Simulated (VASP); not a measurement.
OSZICAR of a VASP run on Sb (a7):

### OSZICAR
```
       N       E                     dE             d eps       ncg     rms          rms(c)
DAV:   1     0.381278707684E+02    0.38128E+02   -0.36801E+03  1170   0.878E+02
DAV:   2    -0.661963928852E+01   -0.44748E+02   -0.44245E+02  1640   0.120E+02
DAV:   3    -0.825827842658E+01   -0.16386E+01   -0.16312E+01  1440   0.291E+01
DAV:   4    -0.827287742802E+01   -0.14599E-01   -0.14603E-01  1438   0.302E+00
DAV:   5    -0.827298877437E+01   -0.11135E-03   -0.11131E-03  1357   0.275E-01    0.287E+00
DAV:   6    -0.827327664533E+01   -0.28787E-03   -0.19827E-03  1334   0.410E-01    0.173E+00
DAV:   7    -0.827343774254E+01   -0.16110E-03   -0.52070E-03  1188   0.642E-01    0.866E-02
DAV:   8    -0.827355849521E+01   -0.12075E-03   -0.14087E-04  1403   0.943E-02    0.189E-02
DAV:   9    -0.827357914325E+01   -0.20648E-04   -0.30351E-05  1221   0.420E-02    0.395E-03
DAV:  10    -0.827357954466E+01   -0.40142E-06   -0.23430E-06  1474   0.106E-02    0.125E-03
DAV:  11    -0.827357951567E+01    0.28991E-07   -0.28181E-07  1217   0.412E-03
   1 F= -.87938637E+01 E0= -.87938637E+01  d E =0.000000E+00
```

Question: Which electronic solver shows in the log?

Answer: It is blocked Davidson (ALGO = Normal, or the opening steps of other solvers). The INCAR had ALGO = Normal.

Question: Can the final energy be trusted as converged?

Answer: Self-consistency was reached. It stopped with EDIFF = 1E-7, NELM = 100 (PBE GGA with D3 dispersion (zero damping), plane waves, VASP's PBE PAW potentials (set 64)).

The compound is Sb in the a7 structure. It was relaxed first.
